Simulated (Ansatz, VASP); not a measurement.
# Cu (Cu wire along [110], 4 atoms a period): VASP beside Ansatz, part 2 of 2

One calculation is typed for both programs; each brings its own data sets. How far apart do they land? Of the first pair: The structure shown is the start of the Ansatz relaxation below; VASP solves that cell, so the two are compared at the walk's first step.

VASP 6.6.1 and Ansatz 0.2.0.

So far. Step 4 (Comparison): The forces differ by 19 meV/Å r.m.s., which is 4.9 % of the r.m.s. force of 0.380 eV/Å (both taken over all components).

### 5. Ansatz: relaxation, PBE

Level of this step: Ansatz beside VASP: Kohn-Sham DFT, plane waves, PBE (Ansatz).

This run makes the geometry at which the two programs are then compared. The cell compared in this pair holds 241.34 Å³, against 250.77 Å³ for the pair before.

The structure compared here is the end of the Ansatz relaxation.

File input.yaml:

```yaml
crystal:
  lattice:
    - [10.43, 0.0, 0.0]
    - [0.0, 9.367, 0.0]
    - [0.0, 0.0, 2.5667976157]
  atoms:
    - { symbol: Cu, position: [0.325982742, 0.499989197, 0.0] }
    - { symbol: Cu, position: [0.674017258, 0.499989197, 0.0] }
    - { symbol: Cu, position: [0.5, 0.362976407, 0.5] }
    - { symbol: Cu, position: [0.5, 0.637001987, 0.5] }
kpoints:
  mp_grid: { grid: [1, 1, 32] }
scf:
  occupations: { method: fermi_dirac, width: 0.05 }
hamiltonian:
  xc: pbe
  pseudopotentials: { kind: paw, azcp: { folder: soft_1 } }
relax:
  cell: { fix: [a, b, alpha, beta, gamma] }
  max_steps: 45
  f_tol: 0.03
```

Started as:

```sh
> ansatz run input.yaml --threads 4 --pin off --max-ram 16384MiB --backend cpu --events-out ev --progress --plain --runs-dir out
```

Numbers of over 12 decimals in the logs are rounded to 6 here.

The log of the run:

```text
[...]
Crystal: 4 atoms, lattice volume = 250.771 Å³
Basis set: ecut = 420 eV, 4917 PW (Γ), exchange–correlation on 144×128×36 points (8 copies of the dense FFT grid, shifted against one another)
Bands: 46, of which v1, the nominal top of the filled ones, is band 38 counted from 1 (37 counted from 0)
Symmetry: 8 space group operations
[...]
k-points: 17 of 32
[...]
P = ⅓ Tr σ = 0.0569 GPa (0.569 kbar)
--- Relaxed structure (5 steps of the walk, 5 accepted, 1 SCFs on fresh bases) ---
[...]
cell:  # Å, volume = 241.3392 Å³
    - [10.43, 0.0, 0.0]
    - [0.0, 9.367, 0.0]
    - [0.0, 0.0, 2.470262]
  atoms:
    - { symbol: Cu, position: [0.341696, 0.499989, 0.0] }
    - { symbol: Cu, position: [0.658304, 0.499989, 0.0] }
    - { symbol: Cu, position: [0.5, 0.358718, 0.5] }
    - { symbol: Cu, position: [0.5, 0.641261, 0.5] }
[key lines of the parts left out:]
SCF converged after 8 iterations
Free energy (F): -26496.956085 eV
Fermi energy:    -0.252357 eV
```

### 6. VASP: single point, PBE, relaxed cell, pair 2

The same cell, functional, mesh and smearing now go to VASP, with its own data sets.

File INCAR:

```
SYSTEM = Cu
PREC = Accurate
ENCUT = 600
EDIFF = 1E-06
NELM = 120
ISMEAR = -1
SIGMA = 0.05
LREAL = .FALSE.
ALGO = Normal
GGA = PE
NBANDS = 28
LASPH = .TRUE.
LORBIT = 11
LWAVE = .FALSE.
LCHARG = .FALSE.
ISIF = 2
GGA_COMPAT = .FALSE.
```

File POSCAR:

```
Cu
1.0
   10.4300000000      0.0000000000      0.0000000000
    0.0000000000      9.3670000000      0.0000000000
    0.0000000000      0.0000000000      2.4702619896
Cu
4
Direct
    0.3416958721      0.4999891970      0.0000000000
    0.6583041279      0.4999891970      0.0000000000
    0.5000000000      0.3587178773      0.5000000000
    0.5000000000      0.6412605167      0.5000000000
```

File KPOINTS:

```
Automatic mesh
0
Gamma
1 1 32
0 0 0
```

The projector-augmented-wave data sets are Cu (PBE family, release 64).

Started as:

```sh
> mpirun -np 1 vasp_std
```

The log of the run:

```text
[... set-up lines as in an earlier step ...]
 entering main loop
       N       E                     dE             d eps       ncg     rms          rms(c)
DAV:   1     0.340661625478E+03    0.34066E+03   -0.18577E+04   952   0.169E+03
DAV:   2     0.614207338318E+01   -0.33452E+03   -0.32059E+03   956   0.345E+02
DAV:   3    -0.123774157754E+02   -0.18519E+02   -0.17014E+02  1076   0.127E+02
DAV:   4    -0.133547111962E+02   -0.97730E+00   -0.96330E+00  1096   0.326E+01
[...]
DAV:  18    -0.112074238413E+02   -0.65693E-05   -0.15110E-05  1148   0.509E-02    0.605E-03
DAV:  19    -0.112074251071E+02   -0.12658E-05   -0.48345E-06   968   0.374E-02    0.172E-03
DAV:  20    -0.112074250976E+02    0.94606E-08   -0.13161E-07   692   0.988E-03
   1 F= -.11207425E+02 E0= -.11203018E+02  d E =-.881395E-02
```

OUTCAR, selected parts (step 6):

```text
  Total        0.2049939      0.2696566      0.1685517      0.0000000      0.0000000      0.0000000
  in kB        1.3608919      1.7901680      1.1189636      0.0000000      0.0000000      0.0000000
  external PRESSURE =       1.4233411 kB  Pullay stress =       0.0000000 kB

 POSITION                                       TOTAL-FORCE (eV/Angst)
 -----------------------------------------------------------------------------------
      3.56389      4.68340      0.00000        -0.040894      0.000000      0.000000
      6.86611      4.68340      0.00000         0.040894      0.000000      0.000000
      5.21500      3.36011      1.23513         0.000000     -0.037282      0.000000
      5.21500      6.00669      1.23513         0.000000      0.037282      0.000000
 -----------------------------------------------------------------------------------
    total drift:                                0.000000      0.000000     -0.000000

  FREE ENERGIE OF THE ION-ELECTRON SYSTEM (eV)
  ---------------------------------------------------
  free  energy   TOTEN  =       -11.2074250976 eV

  energy  without entropy=      -11.1986111469  energy(sigma->0) =      -11.20301812

[... 1 part as in an earlier step ...]

[... 2 further parts left out ...]
[key lines of the parts left out:]
E-fermi :  -1.9492
```

### 7. Comparison

What differs besides the data sets and the points named for the pairs above, as far as they apply: the data sets hold 76 valence electrons in Ansatz (on its PAW soft_1 files) and 44 in VASP; the cutoff is 420 eV in Ansatz and 600 eV in VASP; Ansatz's pressure holds a Pulay correction, VASP's none. Total energies have different zeros and are not compared.

The two programs side by side:

```tsv
quantity	Ansatz	VASP	difference
pressure (GPa)	0.06	0.14	-0.09
```

Forces (eV/Å; atoms numbered as in POSCAR):

```tsv
atom	Ansatz x, y, z	VASP x, y, z
Cu1	0.000, 0.000, 0.000	-0.041, 0.000, 0.000
Cu2	0.000, 0.000, 0.000	0.041, 0.000, 0.000
Cu3	0.000, 0.000, 0.000	0.000, -0.037, 0.000
Cu4	0.000, 0.000, 0.000	0.000, 0.037, 0.000
```

The forces differ by 23 meV/Å r.m.s., where the r.m.s. force is 0.000 eV/Å in Ansatz and 0.023 eV/Å in VASP: the atoms lie near their places of rest in Ansatz, so a percentage would say little (all taken over all components).

### 8. What came out

```yaml
r_m_s_force_difference_single_point_pbe_start_cell_pair_1: 4.9 % of the r.m.s. force
r_m_s_force_difference_single_point_pbe_relaxed_cell_pair_2: 23 meV/Å
```

The r.m.s. force difference is 23 meV/Å (single point, PBE, relaxed cell, pair 2), beyond the 12 meV/Å picked in this series as the mark of a large difference. The data sets hold unlike numbers of valence electrons (76 in Ansatz and 44 in VASP), so part of the differences comes from the potentials. What causes the difference of the single point, PBE, start cell, pair 1 pair stays open here. What causes the difference of the single point, PBE, relaxed cell, pair 2 pair stays open here. Such differences can come from data sets, numerical settings and the points named under the comparisons, not from the functional's error against experiment.

[Lines on the potential files, build, host, timing and source positions are cut from VASP's logs without a mark.]

[Logs are printed without paths, hosts, clocks, repeated set-up lines and the standing remarks that a program may print on its own settings, such as how far it seeks lower states.]

[Hosts, paths, dates, database ids (printed as entryN), source tags and the programs' standing remarks are cut or masked in the printed files.]
